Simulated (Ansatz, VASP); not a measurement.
# Be in two plane-wave programs

One calculation is typed for both programs; each brings its own data sets. How far apart do they land? The cell is taken from a series of runs on this material, whose earlier steps may have relaxed, scaled, displaced or heated it; both programs get it as it stands.

Calculated with Ansatz 0.2.0; plane waves, with VASP 6.6.1 beside it; relaxation of cell and atoms at PBEsol and zone-centre phonons at PBEsol.

**1. The structure**

The structure is cubic, space group Im-3m (No. 229). The conventional cell has a = 2.493 Å, b = 2.493 Å, c = 2.493 Å, α = 90.00°, β = 90.00°, γ = 90.00°. Nearest to Be lie 8 Be at 2.16 Å.

Structure file:

```xyz
1
Lattice="-1.2463 1.2463 1.2463 1.2463 -1.2463 1.2463 1.2463 1.2463 -1.2463" Properties=species:S:1:pos:R:3 pbc="T T T"
Be    0.0000    0.0000    0.0000
```

**2. VASP: relaxation of cell and atoms, PBEsol, pair 1**

The relaxed volume is the usual yardstick between codes: in a stiff, nearly cubic crystal its relative difference is about their pressure difference at one cell divided by the bulk modulus.

Lines of VASP's logs that name or quote its potential files are left out, and so is its time.

Input file INCAR:

```
SYSTEM = Be
PREC = Accurate
ENCUT = 600
EDIFF = 1E-07
NELM = 120
ISMEAR = 1
SIGMA = 0.2
LREAL = .FALSE.
ALGO = Normal
GGA = PS
NBANDS = 7
LORBIT = 11
LWAVE = .FALSE.
LCHARG = .FALSE.
ISIF = 3
IBRION = 2
NSW = 80
EDIFFG = -0.005
LASPH = .TRUE.
GGA_COMPAT = .FALSE.
NELMIN = 4
KPAR = 2
```

Input file POSCAR:

```
Be
1.0
   -1.2462520000      1.2462520000      1.2462520000
    1.2462520000     -1.2462520000      1.2462520000
    1.2462520000      1.2462520000     -1.2462520000
Be
1
Direct
    0.0000000000      0.0000000000      0.0000000000
```

Input file KPOINTS:

```
Automatic mesh
0
Gamma
24 24 24
0 0 0
```

The projector-augmented-wave data sets are Be (PBE family, release 64).

Run with:

```
mpirun -np 2 vasp_std
```

Numbers of over 12 decimals in the logs are rounded to 6 here.

What it wrote:

```text
[banner, memory and clock lines left out]
running    2 mpi-ranks, on    1 nodes
 distrk:  each k-point on    1 cores,    2 groups
 distr:  one band on    1 cores,    1 groups

 POSCAR found type information on POSCAR Be
 POSCAR found :  1 types and       1 ions
|                                                                             |
|               ----> ADVICE to this user running VASP <----                  |
|                                                                             |
|     You enforced a specific xc type in the INCAR file but a different       |
|     [... a line on the potential file left out ...]
|     I HOPE YOU KNOW WHAT YOU ARE DOING!                                     |
|                                                                             |

 LDA part: xc-table for (Slater+PW92), standard interpolation
 POSCAR, INCAR and KPOINTS ok, starting setup
 FFT: planning ... GRIDC
 FFT: planning ... GRID_SOFT
 FFT: planning ... GRID
 WAVECAR not read
 entering main loop
       N       E                     dE             d eps       ncg     rms          rms(c)
DAV:   1    -0.238876199410E+01   -0.23888E+01   -0.12238E+03  6139   0.264E+02
DAV:   2    -0.391085784455E+01   -0.15221E+01   -0.14456E+01  7910   0.288E+01
DAV:   3    -0.391346885956E+01   -0.26110E-02   -0.26111E-02  6552   0.107E+00
DAV:   4    -0.391346941059E+01   -0.55103E-06   -0.55083E-06  8680   0.161E-02
DAV:   5    -0.391346940993E+01    0.66044E-09   -0.53822E-10  6692   0.720E-05    0.820E-01
DAV:   6    -0.390349333184E+01    0.99761E-02   -0.74949E-04  6307   0.313E-01    0.500E-01
DAV:   7    -0.389957260507E+01    0.39207E-02   -0.80013E-04  6097   0.320E-01    0.166E-02
DAV:   8    -0.389956304656E+01    0.95585E-05   -0.19952E-06  7168   0.139E-02    0.360E-03
DAV:   9    -0.389956361290E+01   -0.56633E-06   -0.17821E-07  6818   0.243E-03    0.139E-04
DAV:  10    -0.389956360020E+01    0.12693E-07   -0.20998E-10  4529   0.150E-04
   1 F= -.38995636E+01 E0= -.38995362E+01  d E =-.389956E+01
 curvature:   0.00 expect dE= 0.000E+00 dE for cont linesearch  0.000E+00
 trial: gam= 0.00000 g(F)=  0.264E-67 g(S)=  0.550E-04 ort = 0.000E+00 (trialstep = 0.100E+01)
 search vector abs. value=  0.550E-04
 bond charge predicted
       N       E                     dE             d eps       ncg     rms          rms(c)
DAV:   1    -0.389959458493E+01   -0.30972E-04   -0.10317E-04  5831   0.836E-02    0.415E-03
DAV:   2    -0.389959404610E+01    0.53883E-06   -0.74831E-08  7252   0.273E-03    0.258E-03
DAV:   3    -0.389959340916E+01    0.63694E-06   -0.56668E-08  5985   0.292E-03    0.812E-05
DAV:   4    -0.389959341327E+01   -0.41106E-08   -0.80994E-11  3115   0.915E-05
   2 F= -.38995934E+01 E0= -.38995725E+01  d E =-.298131E-04
 trial-energy change:   -0.000030  1 .order   -0.000031   -0.000055   -0.000006
 step:   1.1496(harm=  1.1312)  dis= 0.00000  next Energy=    -3.899594 (dE=-0.303E-04)
 reached required accuracy - stopping structural energy minimisation
```

OUTCAR, selected parts (step 2):

```text
ion  position               nearest neighbor table
   1  0.000  0.000  0.000-

  LATTYP: Found a body centered cubic cell.
 ALAT       =     2.4925040000

 Subroutine GETGRP returns: Found 48 space group operations
 (whereof 48 operations were pure point group operations)

The static configuration has the point symmetry O_h .

 Found    413 irreducible k-points:

   k-points           NKPTS =    413   k-points in BZ     NKDIM =    413   number of bands    NBANDS=      7

   dimension x,y,z NGX =    18 NGY =   18 NGZ =   18
   dimension x,y,z NGXF=    36 NGYF=   36 NGZF=   36

   ENCUT  =  600.0 eV  44.10 Ry    6.64 a.u.   4.31  4.31  4.31*2*pi/ulx,y,z

   NELECT =       2.0000    total number of electrons

 k-points in reciprocal lattice and weights: Automatic mesh
   0.00000000  0.00000000  0.00000000       0.000
   0.04166667  0.00000000  0.00000000       0.001
   0.08333333  0.00000000  0.00000000       0.001
   0.12500000  0.00000000  0.00000000       0.001
   0.16666667  0.00000000  0.00000000       0.001
   0.20833333  0.00000000  0.00000000       0.001
   0.25000000  0.00000000  0.00000000       0.001
   0.29166667  0.00000000  0.00000000       0.001
   0.33333333  0.00000000  0.00000000       0.001
[...]
0.50000000  0.50000000  0.45833333       0.001
   0.50000000  0.50000000  0.50000000       0.000

 average (electrostatic) potential at core
       1 -32.7075

 E-fermi :   8.1325

 k-point     1 :       0.0000    0.0000    0.0000
  band No.  band energies     occupation
      1      -4.2786      2.00000
      2      27.5953      0.00000
      3      27.5953      0.00000
      4      27.5953      0.00000
      5      39.0077      0.00000
      6      39.0077      0.00000
    ...

 k-point     2 :       0.0417    0.0000    0.0000
  band No.  band energies     occupation
      1      -4.2176      2.00000
      2      27.2921      0.00000
      3      27.3383      0.00000
      4      27.5221      0.00000
      5      38.1397      0.00000
      6      38.1718      0.00000
    ...

 k-point     3 :       0.0833    0.0000    0.0000
  band No.  band energies     occupation
      1      -4.0343      2.00000
      2      26.3596      0.00000
      3      26.6655      0.00000
      4      27.3062      0.00000
      5      36.3388      0.00000
      6      36.6984      0.00000
    ...

  Total        0.0022606      0.0022606      0.0022606      0.0000000     -0.0000000      0.0000000
  in kB        0.4664777      0.4664777      0.4664777      0.0000000     -0.0000000      0.0000000
  external PRESSURE =       0.4664777 kB  Pullay stress =       0.0000000 kB

  energy-cutoff  :      600.00
  volume of cell :        7.76
      direct lattice vectors                 reciprocal lattice vectors
    -1.247423901  1.247423901  1.247423901     0.000000000  0.400826054  0.400826054
     1.247423901 -1.247423901  1.247423901     0.400826054  0.000000000  0.400826054
     1.247423901  1.247423901 -1.247423901     0.400826054  0.400826054  0.000000000

 POSITION                                       TOTAL-FORCE (eV/Angst)
 -----------------------------------------------------------------------------------
      2.49485      0.00000      0.00000         0.000000     -0.000000     -0.000000
 -----------------------------------------------------------------------------------
    total drift:                               -0.000000     -0.000000     -0.000000

  FREE ENERGIE OF THE ION-ELECTRON SYSTEM (eV)
  ---------------------------------------------------
  free  energy   TOTEN  =        -3.8995934133 eV

  energy  without entropy=       -3.8995306053  energy(sigma->0) =       -3.89957248

 reached required accuracy - stopping structural energy minimisation

 total charge
# of ion       s       p       d       tot
------------------------------------------
    1        0.393   0.795   0.000   1.188

[... 3 further parts left out ...]
```

CONTCAR:

```
Be
   1.00000000000000
    -1.2474239005536827    1.2474239005536827    1.2474239005536827
     1.2474239005536827   -1.2474239005536827    1.2474239005536827
     1.2474239005536827    1.2474239005536827   -1.2474239005536827
  Be
     1
Direct
     0.0000000000000000    1.0000000000000000    1.0000000000000000
```

The run keeps the 48 symmetry operations of its start, so it cannot find a distortion of lower symmetry.

**3. Ansatz: relaxation of cell and atoms, PBEsol, pair 1**

Ansatz runs on its PAW soft_1 files.

The same cell, functional, mesh and smearing now go to Ansatz, which takes its cutoff from its data sets.

Input file input.yaml:

```yaml
crystal:
  lattice:
    - [-1.2462524191, 1.2462524191, 1.2462524191]
    - [1.2462524191, -1.2462524191, 1.2462524191]
    - [1.2462524191, 1.2462524191, -1.2462524191]
  atoms:
    - { symbol: Be, position: [0.0, 0.0, 0.0] }
kpoints:
  mp_grid: { grid: [24, 24, 24] }
hamiltonian:
  xc: pbesol
  pseudopotentials: { kind: paw, azcp: { folder: soft_1 }, xc_functional: pbe }
scf:
  occupations: { method: methfessel_paxton, width: 0.2 }
output:
  forces: true
  stress: true
  eigenvalues: true
  write_density: true
  write_potential: true
  elf: true
  volumetric_format: npy
relax:
  adjacent_minimum: "off"
  f_tol: 0.001
  max_steps: 60
  cell: { stress_tol: 0.01 }
```

Run with:

```
ansatz run input.yaml --threads 4 --pin off --max-ram 10240MiB --backend cpu --events-out ev --progress --plain --runs-dir out
```

What it wrote:

```text
Engine: ansatz 0.2.0, aarch64-unknown-linux-gnu
Pseudopotentials: kind: paw
Pseudopotential: Be, paw, valence charge 2, recommended cutoff 420 eV (normal), soft_1/Be.paw.azcp
Functional definition: PBEsol
  exchange = pbesol_x
  correlation = pbesol_c
Crystal: 1 atoms, lattice volume = 7.742 Å³
Basis set: ecut = 420 eV, 141 PW (Γ), exchange–correlation on 30×30×30 points (8 copies of the dense FFT grid, shifted against one another)
Bands: 5, of which v1, the nominal top of the filled ones, is band 1 counted from 1 (0 counted from 0)
Symmetry: 48 space group operations
Space group: Im-3m (ITA 229), of the structure as read, at distance tolerance 2.0e-5 Å
k-points: 413 of 13824
Non-local potential: Be, projectors of the file, l = 0: 2, l = 1: 2, l = 2: 1
PAW form: soft (Blöchl's): semilocal exchange-correlation on the pseudo side does not see the compensation charge
PAW frozen core: Be, regenerated for the run's functional, and the local potential with it (the file was generated under x = pbe(κ = 0.804, μ = 0.219515), c = pbe(β = 0.066725))
PAW one-centre angular grid: Be, 110 points (default); XC on 64 Gauss nodes
Initial density: superposition of atomic densities (chi_scale 0.1, normalization cell)
Initial wavefunctions: pseudopotential atomic-orbital guess
Functional: x = pbesol(κ = 0.804, μ = 0.123457), c = pbesol(β = 0.046)
iter 1 solved again at ethr=2.86e-5 eV; its pass at ethr=3.10e-3 eV (dr2=5.72e-4 eV) is discarded
SCF iter   1: F=—  HF=-90.257800 eV  |F-HF|=—  |Δ(HF+E_count)|=         —  Δρ=5.68e-3  dr2=5.74e-4  ethr=2.86e-5  ⟨swp⟩=1.0  Hψ=23810  notcnv=0
preconditioner: auto → none  [metal: Δε(μ)=0.047 eV  Ē_g=19.157 eV  σ=0.200 eV  W_gap=0.20  n_scr=0 (ndim 8)  ℏωp=18.9 eV  f_vac=0.000  D(μ)=0.17/eV (n_scr^D=0)]
SCF iter   2: F=—  HF=-90.252459 eV  |F-HF|=—  |Δ(HF+E_count)|=   5.34e-3  S|Δr|=    0.00e0  Δρ=2.88e-3  dr2=1.60e-4  ethr=2.86e-5  ⟨swp⟩=1.0  Hψ=2065  notcnv=0
SCF iter   3: F=—  HF=-90.251635 eV  |F-HF|=—  |Δ(HF+E_count)|=   8.23e-4  S|Δr|=    0.00e0  Δρ=1.26e-4  dr2=8.21e-7  ethr=7.98e-6  ⟨swp⟩=1.2  Hψ=2144  notcnv=0
SCF iter   4: F=—  HF=-90.251653 eV  |F-HF|=—  |Δ(HF+E_count)|=   1.72e-5  S|Δr|=    0.00e0  Δρ=4.41e-5  dr2=9.53e-8  ethr=5.00e-9  ⟨swp⟩=7.0  Hψ=11783  notcnv=0
SCF iter   5: F=-90.251653 eV  HF=-90.251653 eV  |F-HF|=3.95e-12  |Δ(HF+E_count)|=   4.97e-8  S|Δr|=    0.00e0  Δρ=7.84e-7  dr2=1.40e-11  ethr=4.76e-9  ⟨swp⟩=4.0  Hψ=6439  notcnv=0
SCF 1 converged in 5 iterations: F = -90.251653 eV  dr2 = 1.40e-11
  greatest PAW one-centre occupation: 0.349 electrons in one spin orbital (limit 2), on the Be atom at site 0 (counted from 0), in its partial waves of l = 0
relax step   1: F+E_penalty+E_count = -90.25165260 eV  Δ(F+E_penalty+E_count) = +0.000e0 eV  max|allowed force component| = 0.000e0 eV/Å  Δτ_max = 0.0000 Å  P = -0.026 GPa  Ω = 7.742 Å³  (5 SCF iters, dr2 threshold 1.00e-7 eV, accepted)
[...]
relax step   2: F+E_penalty+E_count = -90.25165277 eV  Δ(F+E_penalty+E_count) = -1.747e-7 eV  max|allowed force component| = 0.000e0 eV/Å  Δτ_max = 0.0000 Å  P = -0.012 GPa  Ω = 7.742 Å³  energy of the carried Pulay correction = +7.541e-8 eV  (2 SCF iters, dr2 threshold 1.68e-9 eV, accepted)
[...]
relax step   3: F+E_penalty+E_count = -90.25165287 eV  Δ(F+E_penalty+E_count) = -9.818e-8 eV  max|allowed force component| = 0.000e0 eV/Å  Δτ_max = 0.0000 Å  P = -0.000 GPa  Ω = 7.741 Å³  energy of the carried Pulay correction = +1.442e-7 eV  (2 SCF iters, dr2 threshold 3.83e-10 eV, accepted)
[...]
relax step   4: F+E_penalty+E_count = -90.25165268 eV  Δ(F+E_penalty+E_count) = +1.886e-7 eV  max|allowed force component| = 0.000e0 eV/Å  Δτ_max = 0.0000 Å  P = -0.000 GPa  Ω = 7.741 Å³  stress off target by 1.17e-4 GPa  SCF on the basis re-selected at this cell (its energy is not comparable with the rows above)  (4 SCF iters)
basis re-selected at this cell: Δ(F+E_penalty+E_count) = +1.886e-7 eV, ΔP = -0.000 GPa vs the last step (what re-selecting the basis moved, of the pressure what is left beyond the Pulay correction that the steps carried, after the strain that the cell walked since its last selection, with what the two solves' SCF thresholds leave and, on support functions, any second-order correction that the steps lacked; it is no measure of the basis error at this ecutwfc). This SCF's stress stands 1.17e-4 GPa from its target on what of the cell is left free (relax.cell.stress_tol is 1.00e-2 GPa) and its largest allowed force component is 0.00e0 eV/Å (relax.f_tol is 1.00e-3 eV/Å): [rest of the remark cut]
SCF converged after 4 iterations
Stability not checked: this state was not tested for a lower state beside it, because cold or Methfessel-Paxton smearing, or corrected tetrahedra, fill the levels in a way that the test cannot read (fill_not_monotonic; see scf.lower_state_search)
Free energy (F): -90.251653 eV
Harris-Foulkes:  -90.251653 eV  (|F-HF|=1.14e-13)
Internal energy: -90.251589 eV  (E = F + TS)
E sigma→0 (E₀):  -90.251637 eV
Entropy (-TS):   -0.000064 eV (-0.064 meV/atom)
Fermi energy:    9.268141 eV
--- Per-component energies (eV) ---
  E_band       = 6.443188
  E_kinetic    = 21.747987
  E_local      = 3.408374  (includes V_loc(G=0)·N_el)
  E_nonlocal   = 3.650919
  E_hartree    = 0.018749
  E_xc         = -20.407490
  E_vxc        = -20.928260  (∫ρ·V_xc dr)
  E_paw        = -56.627785  (= ΣΔE_a)
  E_vpaw       = -1.473330  (= ΣTr[D̂ρ^β])
  E_aug_tail   = -0.000001  (compensation charges beyond the density's cutoff)
  E_ewald      = -42.051875
  E_core_change = 0.009531  (= ΣΔE_core)
  E_smearing   = -0.000064  (= −TS)
  E_closure    = -0.000000  (closes the sum)
  Σ components = -90.251653   (vs F -90.251653, Δ=0.00e0)
--- Forces (eV/Å), atoms counted from 1 ---
  atom   1  Be     0.00000000     0.00000000    -0.00000000
  max |Σ_I F_I| component: 3.72e-33 eV/Å
--- Stress (GPa, compression-positive) ---
       -0.000117      -0.000000      -0.000000
       -0.000000      -0.000117       0.000000
       -0.000000       0.000000      -0.000117
  P = ⅓ Tr σ = -0.0001 GPa (-0.001 kbar)
--- Band table (eV; the first three rows and the last of 413) ---
  k-point 0: bands = ["-3.1536", "28.7764", "28.7764", "28.7764", "40.1352"]
  k-point 1: bands = ["-3.0926", "28.4713", "28.5179", "28.7029", "39.2794"]
  k-point 2: bands = ["-2.9094", "27.5327", "27.8417", "28.4858", "37.4889"]
  k-point 412: bands = ["13.1639", "13.1639", "13.1639", "19.0374", "19.0374"]
--- Relaxed structure (3 steps of the walk, 3 accepted, 1 SCFs on fresh bases) ---
  F+E_penalty+E_count = -90.25165268 eV   max|allowed force component| = 0.000e0 eV/Å   (the final SCF, on the basis selected at the relaxed cell)
  cell:  # Å, volume = 7.7409 Å³
    - [-1.246167, 1.246167, 1.246167]
    - [1.246167, -1.246167, 1.246167]
    - [1.246167, 1.246167, -1.246167]
  atoms:
    - { symbol: Be, position: [0.0, 0.0, 0.0] }
```

**4. Differences**

Known differences besides the potentials themselves: the cutoff is 420 eV in Ansatz and 600 eV in VASP; Ansatz makes its cores anew for this functional, VASP keeps those of its PBE data sets; Ansatz adds a Pulay correction to the stress that steers its cell, VASP none. Total energies have different zeros and are not compared.

Compared:

| quantity | Ansatz | VASP | difference |
| --- | --- | --- | --- |
| volume (Å³) | 7.74 | 7.76 | -0.30 % |
| edge a after relaxation, in the typed setting (Å) | 2.158 | 2.161 | -0.10 % |

**5. Ansatz: relaxation of cell and atoms, PBEsol, pair 2**

The relaxed volume is the usual yardstick between codes: in a stiff, nearly cubic crystal its relative difference is about their pressure difference at one cell divided by the bulk modulus. This pair takes another cell of the material, with 2 atoms against 1 for the pair before.

The cell is taken from a series of runs on this material, whose earlier steps may have relaxed, scaled, displaced or heated it; both programs get it as it stands.

input.yaml, the sections that differ from step 3:

```yaml
crystal:
  lattice:
    - [2.2595552315, 0.0, 0.0]
    - [-1.1297776157, 1.9568322317, 0.0]
    - [0.0, 0.0, 3.5455966177]
  atoms:
    - { symbol: Be, position: [0.6666666667, 0.3333333333, 0.75] }
    - { symbol: Be, position: [0.3333333333, 0.6666666667, 0.25] }
kpoints:
  mp_grid: { grid: [21, 21, 12] }
output:
  forces: true
  stress: true
  eigenvalues: true
# hamiltonian, scf, relax: as in step 3
```

What it wrote:

```text
[...]
Crystal: 2 atoms, lattice volume = 15.677 Å³
Basis set: ecut = 420 eV, 311 PW (Γ), exchange–correlation on 32×32×48 points (8 copies of the dense FFT grid, shifted against one another)
Bands: 6, of which v1, the nominal top of the filled ones, is band 2 counted from 1 (1 counted from 0)
Symmetry: 24 space group operations
[...]
k-points: 336 of 5292
[...]
--- Band table (eV; the first three rows and the last of 336) ---
[...]
--- Relaxed structure (4 steps of the walk, 4 accepted, 1 SCFs on fresh bases) ---
[...]
cell:  # Å, volume = 15.6651 Å³
    - [2.254806, -2.880680225582496e-11, 0.0]
    - [-1.127403, 1.952719, 0.0]
    - [0.0, 0.0, 3.557823]
  atoms:
    - { symbol: Be, position: [0.666667, 0.333333, 0.750000] }
    - { symbol: Be, position: [0.333333, 0.666667, 0.250000] }
[key lines of the parts left out:]
SCF converged after 4 iterations
Free energy (F): -180.697102 eV
Fermi energy:    8.229495 eV
P = ⅓ Tr σ = -0.0022 GPa (-0.022 kbar)
```

(Part 1 of 2 ends here.)

[Lines on the potential files, build, host, timing and source positions are cut from VASP's logs without a mark.]

[Logs are printed without paths, hosts, clocks, repeated set-up lines and the standing remarks that a program may print on its own settings, such as how far it seeks lower states.]

[Hosts, paths, dates, database ids (printed as entryN), source tags and the programs' standing remarks are cut or masked in the printed files.]
